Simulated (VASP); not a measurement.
Relaxed, unreconstructed slabs of PtAl₂ (fluorite). Method: PBEsol GGA, VASP's PBE PAW potentials (set 64) (plane waves; VASP).

Slab and bulk use different k-meshes, so the surface energy is good to a few per cent at best.

Q: Order the faces (111) [9 atoms], (110) [18 atoms] by surface energy, lowest first.

A: (111) [9 atoms] (1.31 J/m²), (110) [18 atoms] (1.50 J/m²)

Q: And what are their work functions?

A: (111) [9 atoms] 4.28 eV, (110) [18 atoms] 4.57 eV.

Runs of the series that failed, ran out of time, didn't relax or are held back are left out, and each face is given by its thickest slab.

The cell is a thin slab with vacuum, built from PtAl2 (fluorite).
